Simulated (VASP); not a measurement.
**A VASP study of MgCdSeS (PBE + D3(BJ)): structure first, properties next**

Aim: relax MgCdSeS, then compute properties on the relaxed cell. The steps: rough relaxation of the start cell, relaxing cell and atoms (PBE + D3(BJ)), density, ELF and potential (PBE + D3(BJ)), bands along the symmetry lines (PBE + D3(BJ)), density of states (PBE + D3(BJ)), band structure (PBE + D3(BJ) + SOC), vibrations at Γ (PBE + D3(BJ)), elastic tensor by finite strains (PBE + D3(BJ)), response to an electric field (PBE + D3(BJ)) and total and projected DOS (PBE + D3(BJ)), changed input. The cell is invented: it takes the structure of a Materials Project entry for ZnCdSeS (space group 156 there), with some of its atoms replaced by other elements, volume scaled by an estimate. It may not be a known or stable phase.

Calculated with VASP 6.6.1; PBE with D3(BJ); plane waves and PAW (Cd, Se, S, Mg), in the first sound run; inputs show where later runs differ.

This is a report of a sequence of runs, with most program output left out.

## (1) The starting structure

Before any relaxation, the start is as follows. The structure is trigonal, space group P3m1 (No. 156). Conventional cell: a = 4.123 Å, b = 4.123 Å, c = 6.854 Å, α = 90.00°, β = 90.00°, γ = 120.00°. Nearest to Cd lie 1 S at 2.57 Å and 3 Se at 2.63 Å. Nearest to Se lie 1 Mg at 2.50 Å and 3 Cd at 2.63 Å. Nearest to S lie 3 Mg at 2.47 Å and 1 Cd at 2.57 Å. Nearest to Mg lie 3 S at 2.47 Å and 1 Se at 2.50 Å. It derives from ZnCdSeS. it takes the structure of a Materials Project entry for ZnCdSeS (space group 156 there), with some of its atoms replaced by other elements, volume scaled by an estimate. Farther neighbours and most contacts between anions are not listed.

Coordinates:

```xyz
4
Lattice="4.1232 0.0000 0.0000 -2.0616 3.5708 0.0000 0.0000 0.0000 6.8537" Properties=species:S:1:pos:R:3 pbc="T T T"
Cd    0.0000    0.0000    3.5431
Se    0.0000    2.3805    2.4232
S     0.0000    0.0000    6.1132
Mg    0.0000    2.3805    6.7817
```

## (2) Rough relaxation of the start cell

The start is only an estimate, so a cheap relaxation brings it near a minimum before any careful run. PBE, the usual starting point, adds the gradient of the density. A dispersion term adds the long-range attraction that semilocal functionals lack. D3 with Becke-Johnson damping keeps a finite attraction at short range.

INCAR

```
SYSTEM = MgCdSeS
PREC = Normal
ENCUT = 400
EDIFF = 1E-05
NELM = 60
ISMEAR = -1
SIGMA = 0.05
LREAL = .FALSE.
ALGO = Fast
GGA = PE
IVDW = 12
NBANDS = 19
LORBIT = 11
LWAVE = .FALSE.
LCHARG = .FALSE.
KPAR = 2
IBRION = 2
NSW = 40
ISIF = 3
EDIFFG = -0.04
```

POSCAR

```
MgCdSeS
1.0
    4.1231710000      0.0000000000      0.0000000000
   -2.0615860000      3.5707710000      0.0000000000
    0.0000000000      0.0000000000      6.8536610000
Cd Se S Mg
1 1 1 1
Direct
    0.0000000000      0.0000000000      0.5169700000
    0.3333333300      0.6666666700      0.3535650000
    0.0000000000      0.0000000000      0.8919620000
    0.3333333300      0.6666666700      0.9895030000
```

KPOINTS

```
Automatic mesh
0
Gamma
5 5 3
0 0 0
```

PAW data sets: Cd, Se, S and Mg (PBE family, release 64).

On the command line:

```console
> mpirun -np 2 vasp_std
```

It took 24 s on 2 MPI ranks of AMD EPYC 7R43, shared host; peak memory 0.25 GiB.

The gap is read on the k-mesh alone, so it is an upper bound where the band edges lie off the mesh. This relaxation is a rough one on cheap settings, only to bring the start near its minimum. The run keeps the 6 symmetry operations of its start, so it cannot find a distortion of lower symmetry.

The steps of the relaxation:

| step | energy less that of the first step (eV) | largest force (eV/Å) | pressure (GPa) | volume (Å³) |
| --- | --- | --- | --- | --- |
| 1 | 0.0000 | 0.5769 | -0.06 | 100.91 |
| 2 | -0.0182 | 0.2395 | 0.08 | 100.77 |
| 3 | -0.0223 | 0.0181 | 0.21 | 100.67 |
| 4 | -0.0240 | 0.0832 | -0.04 | 101.19 |
| 5 | -0.0240 | 0.0906 | -0.08 | 101.24 |
| 6 | -0.0247 | 0.0527 | -0.04 | 101.18 |
| 7 | -0.0252 | 0.0338 | 0.03 | 101.10 |

| conventional cell, symmetrised | before | after | change |
| --- | --- | --- | --- |
| a (Å) | 4.123 | 4.148 | +0.6 % |
| b (Å) | 4.123 | 4.148 | +0.6 % |
| c (Å) | 6.854 | 6.785 | -1.0 % |
| volume (Å³/atom) | 25.23 | 25.27 | +0.2 % |

The atoms that moved most (Å, as changes of fractional coordinates times the final cell):

| atom | dx | dy | dz | length |
| --- | --- | --- | --- | --- |
| Se2 | 0.000 | 0.000 | 0.060 | 0.060 |
| Mg4 | 0.000 | 0.000 | -0.032 | 0.032 |
| S3 | 0.000 | 0.000 | -0.020 | 0.020 |
| Cd1 | 0.000 | 0.000 | -0.008 | 0.008 |

Final coordinates:

```
Cd Se S Mg
1.0
     4.14792    0.00000    0.00000
    -2.07396    3.59221    0.00000
     0.00000    0.00000    6.78486
Cd Se S Mg
1 1 1 1
Cartesian
  0.0000 0.0000 3.4995
  0.0000 2.3948 2.4588
  0.0000 0.0000 6.0317
  0.0000 2.3948 6.6821
```

A gap read on the k-mesh alone can miss the band edges.

Numbers from this step:

```
electrons                       : 26
bands                           : 19
irreducible k-points            : 12
symmetry operations             : 6
free energy (TOTEN)             : -14.94 eV
Fermi energy                    : 2.322 eV
pressure                        : 0.03135 GPa
metallic                        : no
valence top at k                : 0, 0, 0
conduction bottom at k          : 0, 0, 0
least direct gap at k           : 0, 0, 0
SCF cycles over all ionic steps : 44
gap on the k-mesh               : 1.459 eV
least direct gap on the k-mesh  : 1.459 eV
```

It ends with a largest force of 0.034 eV/Å and a pressure of 0.03 GPa.

## (3) Relaxing cell and atoms (PBE + D3(BJ))

Properties are meant for the cell that this level of theory prefers, so cell and atoms are relaxed first (ISIF = 3) until forces and stress are small; EDIFFG sets the threshold.

INCAR

```
SYSTEM = MgCdSeS
PREC = Accurate
ENCUT = 400
EDIFF = 1E-06
NELM = 100
ISMEAR = -1
SIGMA = 0.05
LREAL = .FALSE.
ALGO = Normal
GGA = PE
IVDW = 12
NBANDS = 19
LORBIT = 11
LWAVE = .FALSE.
LCHARG = .FALSE.
KPAR = 2
IBRION = 2
NSW = 60
ISIF = 3
EDIFFG = -0.01
```

POSCAR

```
MgCdSeS
1.0
    4.1479216053     -0.0000000035      0.0000000000
   -2.0739613086      3.5922056577      0.0000000000
    0.0000000000      0.0000000000      6.7848596076
Cd Se S Mg
1 1 1 1
Direct
    0.0000000000      0.0000000000      0.5157736159
    0.3333333300      0.6666666700      0.3623898851
    0.0000000000      0.0000000000      0.8889872389
    0.3333333300      0.6666666700      0.9848492601
```

KPOINTS

```
Automatic mesh
0
Gamma
6 6 4
0 0 0
```

On the command line:

```console
> mpirun -np 2 vasp_std
```

The job ended after 61 s (2 MPI ranks; peak memory 0.36 GiB; 1.8 min of CPU time).

Little changed from the start: no atom moved by 0.005 Å and no cell edge by 0.1 %.

This step gave:

| Property | Result |
| --- | --- |
| irreducible k-points | 24 |
| free energy (TOTEN) | -14.95 eV |
| Fermi energy | 2.327 eV |
| pressure | -0.006861 GPa |
| SCF cycles over all ionic steps | 28 |
| gap on the k-mesh | 1.457 eV |
| least direct gap on the k-mesh | 1.457 eV |

It ends with a largest force of 0.009 eV/Å and a pressure of -0.01 GPa.

## (4) Density, ELF and potential (PBE + D3(BJ))

The relaxed cell gets a fresh self-consistent run, on a basis set for its own volume, to fix the density and to check the remaining stress.

INCAR: that of step 3 with these lines changed.

```diff
@@ -14,7 +14,5 @@
 LWAVE = .FALSE.
-LCHARG = .FALSE.
-KPAR = 2
-IBRION = 2
-NSW = 60
-ISIF = 3
-EDIFFG = -0.01
+LCHARG = .TRUE.
+ISIF = 2
+LELF = .TRUE.
+LVHAR = .TRUE.
```

POSCAR

```
MgCdSeS
1.0
    4.1477180915     -0.0000000035      0.0000000000
   -2.0738595516      3.5920294095      0.0000000000
    0.0000000000      0.0000000000      6.7863525304
Cd Se S Mg
1 1 1 1
Direct
    0.0000000000      0.0000000000      0.5157483855
    0.3333333300      0.6666666700      0.3624382654
    0.0000000000      0.0000000000      0.8895062893
    0.3333333300      0.6666666700      0.9843070599
```

KPOINTS is that of step 3.

On the command line:

```console
> mpirun -np 2 vasp_std
```

Elapsed: 33 s, on 2 MPI ranks; peak memory 0.27 GiB; 59 s of CPU time.

This step gave:

* SCF cycles: 14
* bands: 20
* pressure: -0.01022 GPa
* gap on the k-mesh: 1.456 eV
* least direct gap on the k-mesh: 1.456 eV

Valence electrons inside each PAW sphere by angular momentum. Sphere charges, by row:

| atom | s (e) | p (e) | d (e) | tot (e) |
| --- | --- | --- | --- | --- |
| Cd1 | 0.442 | 0.332 | 9.554 | 10.33 |
| Se2 | 1.439 | 2.445 | 0.02 | 3.904 |
| S3 | 1.314 | 2.462 | 0 | 3.776 |
| Mg4 | 0.161 | 0.135 | 0.035 | 0.331 |

ELF in the ac plane at fractional y = 0.000, with atoms of Cd and S within 0.2 Å of it. It is the smooth field of the valence electrons, not physical close to the nuclei.

Ten even steps from '_' (0.00) to '@' (0.88), each cell a mean:
```
##@@@@@@%%**::..--##@@@@@@%%
==##@@@@@@**::..--##@@@@@@**
--**@@@@%%**::..--##@@@@%%++
##%%@@@@##++..__::**%%@@@@%%
@@@@@@%%**--____..==##%%@@@@
%%##**++--..______::==++####
----::::..________....::::--
::::::....________......::::
....::::............::::::..
____::::..::::::::::::--..__
____..::::::==++--::::::____
____::::::==**##**==::::..__
::::::::--**##%%##++::::::::
--::::::==##%%%%##**--::::::
::....::++##%%%%##**--::....
......::==**######**--......
______..--++******==::..____
________..::==++==::..______
....______..::::....____....
++==--::..____..____..::====
%%%%##**==::____..::++##%%%%
@@@@@@@@##==..__::++%%@@@@@@
```
Columns run along a (4.1 Å), rows up along c (6.8 Å). Atoms in or near the plane, at fractional coordinates: Cd at (0.00, 0.52), S at (0.00, 0.89).

Valence density in the ac plane at fractional y = 0.000, with atoms of Cd and S within 0.2 Å of it. It is the smooth field of the valence electrons, not physical close to the nuclei.

Ten steps, logarithmic in the rise over the least value, from '0' (0.0 e/Å³) to '9' (9.2 e/Å³), each cell a mean:
```
55542100113455
24542100123454
14542100113454
55532100013455
55431000012345
43321000001234
33210000001123
54321000001245
77531000012367
98642110112579
99742111113589
98642222223478
76432222222356
43222222222233
21111222221111
00011122211000
00000111110000
00000001000000
00000000000000
11100000000011
33211000001223
44321100012344
```
Columns run along a (4.1 Å), rows up along c (6.8 Å). Atoms in or near the plane, at fractional coordinates: Cd at (0.00, 0.52), S at (0.00, 0.89).

Electrostatic potential energy in the ac plane at fractional y = 0.000, with atoms of Cd and S within 0.2 Å of it. With pseudopotentials it is smooth inside the atoms' cores, unlike the true potential.

Values in eV, 22 rows by 14 columns, each cell a mean:
```
-63 -53 -19  -4   0   0  -1  -2  -1   0  -1  -5 -33 -57
-66 -66 -38  -8   0   0   0  -1   0   1  -1 -12 -54 -66
-66 -66 -41  -8   0   1   1   1   1   1  -1 -13 -57 -66
-64 -57 -23  -4   1   2   2   2   2   2   0  -6 -39 -60
-29 -20  -5   0   3   3   3   3   3   3   2  -1 -10 -23
 -5  -3   0   2   3   3   3   3   3   3   3   1  -1  -4
 -4  -3   0   1   3   3   3   3   3   3   2   1  -1  -3
-10  -9  -6  -2   1   3   3   3   3   2   1  -2  -7 -10
-13 -13 -10  -6   0   2   3   3   3   2  -2  -7 -12 -13
-15 -14 -12  -9  -1   2   3   3   3   1  -4 -10 -13 -14
-15 -14 -13  -9  -2   1   3   3   2   1  -5 -10 -14 -15
-14 -14 -12  -8  -1   1   2   2   2   1  -3  -9 -13 -14
-12 -12  -9  -4   0   1   0   0   1   1  -1  -6 -11 -12
 -8  -7  -3   0   1   1   0  -1   0   1   1  -1  -5  -7
 -1   0   1   2   2   1   0   0   1   2   2   2   0  -1
  2   3   3   3   3   2   2   1   2   3   3   3   3   2
  4   4   4   4   3   3   3   2   3   3   4   4   4   4
  4   4   4   4   4   3   3   3   3   3   4   4   4   4
  4   4   4   4   3   3   2   2   2   3   3   4   4   4
  3   3   3   3   2   2   1   1   1   2   3   3   3   3
 -1   0   1   2   2   1  -1  -1   0   1   2   2   1  -1
-18 -11  -3   0   1   0  -1  -2  -1   0   1   0  -5 -14
```
Columns run along a (4.1 Å; values clipped at the 3rd and 97th percentile), rows up along c (6.8 Å). Atoms in or near the plane, at fractional coordinates: Cd at (0.00, 0.52), S at (0.00, 0.89).

In this run the pressure is -0.01 GPa, small enough to go on.

## (5) Bands along the symmetry lines (PBE + D3(BJ))

The mesh alone shows little of the dispersion and can miss band extrema, so KPOINTS_OPT adds a path through the symmetry points after the self-consistent cycle.

INCAR

```
SYSTEM = MgCdSeS
PREC = Accurate
ENCUT = 400
EDIFF = 1E-06
NELM = 100
ISMEAR = -1
SIGMA = 0.05
LREAL = .FALSE.
ALGO = Normal
GGA = PE
IVDW = 12
NBANDS = 27
LORBIT = 11
LWAVE = .FALSE.
LCHARG = .FALSE.
KPAR = 2
```

POSCAR is that of step 4.

KPOINTS is that of step 4.

KPOINTS_OPT

```
Line mode
16
Line-mode
Reciprocal
  0.00000000   0.00000000   0.00000000 GAMMA
  0.50000000   0.00000000   0.00000000 M

  0.50000000   0.00000000   0.00000000 M
  0.33333333   0.33333333   0.00000000 K

  0.33333333   0.33333333   0.00000000 K
  0.00000000   0.00000000   0.00000000 GAMMA

  0.00000000   0.00000000   0.00000000 GAMMA
  0.00000000   0.00000000   0.50000000 A

  0.00000000   0.00000000   0.50000000 A
  0.50000000   0.00000000   0.50000000 L

  0.50000000   0.00000000   0.50000000 L
  0.33333333   0.33333333   0.50000000 H

  0.33333333   0.33333333   0.50000000 H
  0.00000000   0.00000000   0.50000000 A

  0.50000000   0.00000000   0.50000000 L
  0.50000000   0.00000000   0.00000000 M

  0.33333333   0.33333333   0.00000000 K
  0.33333333   0.33333333   0.50000000 H
```

On the command line:

```console
> mpirun -np 2 vasp_std
```

The job ended after 2.4 min (2 MPI ranks; peak memory 0.4 GiB).

Spin-orbit coupling is off here; it would split degenerate levels, and it lifts a valence top of Se p states by about 0.1 eV.

This step gave:

```yaml
bands: 27
pressure: -0.007584 GPa
least_gap_on_mesh_and_path: 1.456 eV
least_direct_gap_on_mesh_and_path: 1.456 eV
```

Electronic bands along the path, in eV, zero at the valence-band top; v1 is the highest filled band, c1 the lowest empty one:

| point | v4 | v3 | v2 | v1 | c1 | c2 | c3 | c4 |
| --- | --- | --- | --- | --- | --- | --- | --- | --- |
| Γ | -1.65 | -0.57 | 0.00 | 0.00 | 1.46 | 3.17 | 6.23 | 6.23 |
| 0.47 of the way | -1.95 | -1.92 | -0.81 | -0.40 | 3.02 | 4.06 | 5.54 | 5.93 |
| M | -2.84 | -2.22 | -1.67 | -0.81 | 3.50 | 3.78 | 4.61 | 6.37 |
| 0.53 of the way | -2.85 | -2.54 | -1.76 | -1.41 | 4.06 | 4.53 | 4.76 | 6.17 |
| K | -3.33 | -2.35 | -1.93 | -1.85 | 3.88 | 5.00 | 5.59 | 6.28 |
| 0.47 of the way | -2.59 | -2.12 | -1.10 | -0.83 | 3.70 | 4.76 | 5.13 | 5.40 |
| Γ | -1.65 | -0.57 | 0.00 | 0.00 | 1.46 | 3.17 | 6.23 | 6.23 |
| 0.47 of the way | -1.63 | -1.33 | -0.04 | -0.04 | 2.18 | 3.25 | 6.02 | 6.23 |
| A | -1.59 | -1.59 | -0.08 | -0.08 | 2.93 | 3.39 | 5.60 | 6.30 |
| 0.47 of the way | -1.81 | -1.77 | -1.38 | -0.56 | 3.63 | 4.22 | 4.82 | 5.85 |
| L | -2.05 | -1.74 | -1.48 | -1.07 | 2.93 | 3.59 | 4.52 | 5.57 |
| 0.47 of the way | -2.49 | -1.90 | -1.40 | -1.35 | 3.31 | 4.09 | 4.92 | 5.98 |
| H | -3.00 | -2.35 | -1.40 | -1.31 | 3.69 | 4.49 | 5.05 | 6.01 |
| 0.47 of the way | -2.15 | -1.65 | -1.49 | -1.11 | 3.73 | 4.48 | 5.35 | 5.47 |
| A | -1.59 | -1.59 | -0.08 | -0.08 | 2.93 | 3.39 | 5.60 | 6.30 |
| jump to L | -2.05 | -1.74 | -1.48 | -1.07 | 2.93 | 3.59 | 4.52 | 5.57 |
| 0.53 of the way | -2.42 | -2.15 | -1.46 | -0.92 | 3.04 | 3.82 | 4.84 | 5.98 |
| M | -2.84 | -2.22 | -1.67 | -0.81 | 3.50 | 3.78 | 4.61 | 6.37 |
| jump to K | -3.33 | -2.35 | -1.93 | -1.85 | 3.88 | 5.00 | 5.59 | 6.28 |
| 0.47 of the way | -3.21 | -2.04 | -1.90 | -1.64 | 4.29 | 4.39 | 5.06 | 6.24 |
| H | -3.00 | -2.35 | -1.40 | -1.31 | 3.69 | 4.49 | 5.05 | 6.01 |

Of the projections kept (Cd, Se, S, Mg), the largest for each band there; the rest of the weight can lie on other orbitals:

| point | v4 | v3 | v2 | v1 | c1 | c2 | c3 | c4 |
| --- | --- | --- | --- | --- | --- | --- | --- | --- |
| Γ | S 0.90 | Se 0.43 | Se 0.80 | Se 0.80 | Cd 0.35 | Cd 0.33 | Mg 0.44 | Mg 0.44 |
| M | S 0.44 | S 0.78 | Se 0.54 | Se 0.68 | Cd 0.54 | Mg 0.27 | Se 0.37 | Cd 0.53 |
| K | S 0.64 | S 0.71 | Se 0.78 | Se 0.53 | Cd 0.52 | Cd 0.45 | S 0.54 | S 0.50 |
| Γ | S 0.90 | Se 0.43 | Se 0.80 | Se 0.80 | Cd 0.35 | Cd 0.33 | Mg 0.44 | Mg 0.44 |
| A | S 0.93 | S 0.93 | Se 0.82 | Se 0.82 | Cd 0.47 | Mg 0.40 | Cd 0.34 | Mg 0.52 |
| L | S 0.90 | S 0.43 | Se 0.46 | Se 0.80 | Cd 0.51 | Cd 0.42 | Cd 0.45 | Cd 0.40 |

The path finds the gap of the mesh within 0.02 eV, so the mesh comes close to both band edges.

## (6) Density of states (PBE + D3(BJ))

Here the states are counted by energy and projected on the atoms. The mesh is finer than in the run before.

INCAR: that of step 5 with these lines changed.

```diff
@@ -5,3 +5,3 @@
 NELM = 100
-ISMEAR = -1
+ISMEAR = -5
 SIGMA = 0.05
@@ -16 +16,2 @@
 KPAR = 2
+NEDOS = 2001
```

POSCAR is that of step 5.

KPOINTS

```
Automatic mesh
0
Gamma
9 9 5
0 0 0
```

On the command line:

```console
> mpirun -np 2 vasp_std
```

Run time: 71 s. Hardware: 2 MPI ranks; peak memory 0.41 GiB.

This step gave:

| Quantity | Value |
| --- | --- |
| irreducible k-points | 50 |
| Fermi energy | 1.569 eV |
| pressure | -0.01291 GPa |
| gap on the k-mesh | 1.458 eV |
| least direct gap on the k-mesh | 1.458 eV |

The density of states has structure finer than the step of the table below, so its rows give means over 1 eV, whole bins alone (the curve runs from -12.0 to 6.91 eV). Peaks (eV: height): total -11.8: 16.9, -7.7: 88.0, -7.4: 38.6; Cd d -7.7: 79.5, -7.4: 36.2; Se s -11.8: 1.91, -7.3: 0.356; S s -11.8: 9.02.

States under -12.0 eV and over 6.9 eV are left out; flat bands give spikes narrower than the energy grid, so sums over such rows miss the true count of states. Table of density of states by energy, zero at the valence-band top; means over each step; values in states/eV/cell:

| energy (eV) | total | Cd d | Se s | S s |
| --- | --- | --- | --- | --- |
| -9 | 0 | 0 | 0 | 0 |
| -8 | 7.15 | 6.45 | 0.00504 | 0.0131 |
| -7 | 3.58 | 3.26 | 0.0561 | 0.0106 |
| -6 | 0 | 0 | 0 | 0 |
| -5 | 0 | 0 | 0 | 0 |
| -4 | 2.65 | 0.0474 | 0.0218 | 0.0110 |
| -3 | 1.92 | 0.0413 | 0.0128 | 0.0108 |
| -2 | 3.89 | 0.0942 | 0.0107 | 0.00678 |
| -1 | 3.05 | 0.144 | 0.00440 | 0.00185 |
| 0 | 0.423 | 0.0290 | 3.2e-4 | 8.2e-5 |
| 1 | 0 | 0 | 0 | 0 |
| 2 | 0.0589 | 1.4e-4 | 0.00530 | 0.00395 |
| 3 | 1.08 | 0.00624 | 0.0482 | 0.0411 |
| 4 | 2.55 | 0.0290 | 0.0595 | 0.0629 |
| 5 | 2.12 | 0.0312 | 0.0164 | 0.0154 |
| 6 | 2.88 | 0.0442 | 0.0159 | 0.0163 |

The gap on this mesh is 1.46 eV.

[end of part 1 of 2]

[Lines on the potential files, build, host, timing and source positions are cut from VASP's logs without a mark.]

[Logs are printed without paths, hosts, clocks, repeated set-up lines and the standing remarks that a program may print on its own settings, such as how far it seeks lower states.]

[Hosts, paths, dates, database ids (printed as entryN), source tags and the programs' standing remarks are cut or masked in the printed files.]

[A measured line is paired with the nearest computed mode of its activity, which favours agreement.]
